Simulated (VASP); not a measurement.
Output of a VASP run:

OUTCAR:
```
 ion  position               nearest neighbor table
   1  0.000  0.000  0.000-
  LATTYP: Found a body centered cubic cell.
 ALAT       =     3.0917440000
 Subroutine PRICEL returns:
 Original cell was already a primitive cell.
 Subroutine GETGRP returns: Found 48 space group operations
The static configuration has the point symmetry O_h .
The dynamic configuration has the point symmetry O_h .
 Subroutine INISYM returns: Found 48 space group operations
 Subroutine IBZKPT returns following result:
 Found     72 irreducible k-points:

 Following reciprocal coordinates:
            Coordinates               Weight
  0.000000  0.000000  0.000000      1.000000
  0.083333  0.000000  0.000000     12.000000
  0.166667  0.000000  0.000000     12.000000
  0.250000  0.000000  0.000000     12.000000
  0.333333  0.000000  0.000000     12.000000
  0.416667  0.000000  0.000000     12.000000
  0.500000  0.000000  0.000000      6.000000
  0.083333  0.083333  0.000000     24.000000
  0.166667  0.083333  0.000000     48.000000
  0.250000  0.083333  0.000000     48.000000
  0.333333  0.083333  0.000000     48.000000
  0.416667  0.083333 -0.000000     48.000000
  0.166667  0.166667  0.000000     24.000000
  0.250000  0.166667  0.000000     48.000000
  0.333333  0.166667  0.000000     48.000000
  0.416667  0.166667  0.000000     24.000000
  0.250000  0.250000  0.000000     24.000000
  0.333333  0.250000  0.000000     48.000000
  0.333333  0.333333  0.000000      8.000000
  0.083333  0.083333  0.083333      8.000000
  0.166667  0.083333  0.083333     24.000000
  0.250000  0.083333  0.083333     24.000000
  0.333333  0.083333  0.083333     24.000000
  0.416667  0.083333  0.083333     12.000000
 -0.083333  0.083333  0.083333      6.000000
  0.166667  0.166667  0.083333     24.000000
  0.250000  0.166667  0.083333     48.000000
  0.333333  0.166667  0.083333     48.000000
 -0.166667  0.166667  0.083333     24.000000
  0.250000  0.250000  0.083333     24.000000
  0.333333  0.250000  0.083333     24.000000
 -0.250000  0.250000  0.083333     24.000000
 -0.166667  0.250000  0.083333     24.000000
 -0.333333  0.333333  0.083333     24.000000
 -0.250000  0.333333  0.083333     48.000000
 -0.416667  0.416667  0.083333     24.000000
 -0.333333  0.416667  0.083333     48.000000
 -0.250000  0.416667  0.083333     24.000000
  0.500000  0.500000  0.083333     12.000000
 -0.416667  0.500000  0.083333     48.000000
   k-points           NKPTS =     72   k-points in BZ     NKDIM =     72   number of bands    NBANDS=     11
   number of dos      NEDOS =    301   number of ions     NIONS =      1
   total plane-waves  NPLWV =   4096
   dimension x,y,z NGX =    16 NGY =   16 NGZ =   16
   dimension x,y,z NGXF=    32 NGYF=   32 NGZF=   32
   ions per type =               1
   PREC   = accura    normal or accurate (medium, high low for compatibility)
   ISTART =      0    job   : 0-new  1-cont  2-samecut
   ICHARG =      2    charge: 1-file 2-atom 10-const
   ISPIN  =      1    spin polarized calculation?
   LNONCOLLINEAR =      F non collinear calculations
   LSORBIT =      F    spin-orbit coupling
   INIWAV =      1    electr: 0-lowe 1-rand  2-diag
   ENCUT  =  300.0 eV  22.05 Ry    4.70 a.u.   3.78  3.78  3.78*2*pi/ulx,y,z
   NELM   =    100;   NELMIN=  2; NELMDL= -5     # of ELM steps
   EDIFF  = 0.1E-05   stopping-criterion for ELM
   LREAL  =      F    real-space projection
   NLSPLINE    = F    spline interpolate recip. space projectors
   LMAXMIX     =    6 max onsite mixed and CHGCAR
   VOSKOWN=      0    Vosko Wilk Nusair interpolation
   EDIFFG = 0.1E-04   stopping-criterion for IOM
   NSW    =      0    number of steps for IOM
   NBLOCK =      1;   KBLOCK =      1    inner block; outer block
   IBRION =     -1    ionic relax: 0-MD 1-quasi-New 2-CG
   NFREE  =      0    steps in history (QN), initial steepest desc. (CG)
...
```

**OSZICAR**
```
       N       E                     dE             d eps       ncg     rms          rms(c)
DAV:   1     0.487550483785E+02    0.48755E+02   -0.57792E+03  1636   0.103E+03
DAV:   2    -0.134875757093E+02   -0.62243E+02   -0.60044E+02  1668   0.252E+02
DAV:   3    -0.143776516790E+02   -0.89008E+00   -0.88474E+00  1837   0.317E+01
DAV:   4    -0.143811958232E+02   -0.35441E-02   -0.35439E-02  1677   0.213E+00
DAV:   5    -0.143812173905E+02   -0.21567E-04   -0.21567E-04  1800   0.163E-01    0.246E+01
DAV:   6    -0.138928628404E+02    0.48835E+00   -0.51314E-01  1677   0.959E+00    0.104E+01
DAV:   7    -0.137557568877E+02    0.13711E+00   -0.28915E-01  1710   0.674E+00    0.494E-01
DAV:   8    -0.137509846598E+02    0.47722E-02   -0.41332E-03  1629   0.100E+00    0.104E-01
DAV:   9    -0.137509147795E+02    0.69880E-04   -0.91125E-05  1780   0.111E-01    0.362E-02
DAV:  10    -0.137509112773E+02    0.35022E-05   -0.10703E-05  1704   0.465E-02    0.171E-03
DAV:  11    -0.137509115158E+02   -0.23855E-06   -0.73223E-08   909   0.356E-03
   1 F= -.13750912E+02 E0= -.13742482E+02  d E =-.168592E-01
```

### OUTCAR
```
------------------------ aborting loop because EDIFF is reached ----------------------------------------
  FORCE on cell =-STRESS in cart. coord.  units (eV):
  Direction    XX          YY          ZZ          XY          YZ          ZX
  --------------------------------------------------------------------------------------
  Total        1.9966011      1.9966011      1.9966011      0.0000000      0.0000000     -0.0000000
  in kB      216.4817584    216.4817584    216.4817584      0.0000000      0.0000000     -0.0000000
  external PRESSURE =     216.4817584 kB  Pullay stress =       0.0000000 kB
  volume of cell :       14.78
      direct lattice vectors                 reciprocal lattice vectors
    -1.545872000  1.545872000  1.545872000     0.000000000  0.323442044  0.323442044
     1.545872000 -1.545872000  1.545872000     0.323442044  0.000000000  0.323442044
     1.545872000  1.545872000 -1.545872000     0.323442044  0.323442044  0.000000000
 POSITION                                       TOTAL-FORCE (eV/Angst)
 -----------------------------------------------------------------------------------
      0.00000      0.00000      0.00000         0.000000     -0.000000     -0.000000
 -----------------------------------------------------------------------------------
    total drift:                                0.000000      0.000000      0.000000
  FREE ENERGIE OF THE ION-ELECTRON SYSTEM (eV)
  ---------------------------------------------------
  free  energy   TOTEN  =       -13.7509115158 eV

  energy  without entropy=      -13.7340522676  energy(sigma->0) =      -13.74248189
```
(Selected blocks of OUTCAR.)

**POSCAR**
```
W
1
   -1.5458720000     1.5458720000     1.5458720000
    1.5458720000    -1.5458720000     1.5458720000
    1.5458720000     1.5458720000    -1.5458720000
W
1
Direct
  0.0000000000   0.0000000000   0.0000000000
```

Problem. Reconstruct the remaining input files.

Solution. One answer among several that fit: the input of the run itself, PBEsol GGA, plane waves, VASP's PBE PAW potentials (set 64).

### INCAR
```
ALGO = Normal   # blocked Davidson
ISMEAR = -1   # Fermi-Dirac
PREC = Accurate
GGA = PS   # PBEsol
ENCUT = 300
SIGMA = 0.1   # width (eV)
SYSTEM = W
LREAL = F   # projection in real space or not
LCHARG = F
LWAVE = F
LMAXMIX = 6   # l cut-off of mixed one-centre charges
LASPH = T   # aspherical one-centre terms
EDIFF = 1E-6
NELM = 100
ISIF = 2   # forces and stress, cell fixed
```

**KPOINTS**
```
Automatic mesh
0
Gamma
  12 12 12
```

POTCAR, in this order: W_sv (PBE.64 set). Program: vasp_std.

At this cut-off the stress carries a Pulay error, which pulls relaxed volumes low.

The structure is a typed W crystal (Im-3m). The cell was not relaxed at this level. The run is one of a series of settings (GGA = PS against the base run), some of them coarse on purpose.
